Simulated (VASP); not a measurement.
Input:

```yaml
crystal:
  lattice:
    - [2.01345, -3.48739, 0.00000]
    - [2.01345, 3.48739, 0.00000]
    - [0.00000, 0.00000, 5.06480]
  atoms:
    - { symbol: Te, position: [0.33333, 0.66667, 0.26406] }
    - { symbol: Te, position: [0.66667, 0.33333, 0.73594] }
    - { symbol: Pt, position: [0.00000, 0.00000, 0.00000] }
```

Level of theory: LDA (Ceperley-Alder, Perdew-Zunger), VASP's LDA PAW potentials (set 64) (plane waves; VASP 6.6.1). Run with 520 eV cut-off, Gaussian smearing of 0.050 eV, potentials Te Pt.

Unless said otherwise, spin-orbit coupling is left out, though it shifts the bands of the heavy elements here.

**Question.** Predict the band gap (along the path) with the smallest direct gap where there is one.

**Answer.** 
```yaml
band gap (along the path): none (metal, semimetal or under 0.01 eV)
```

Only differences to runs with the same potentials and settings are physical.

The compound is PtTe2 in the 1T layered structure. It was relaxed first.
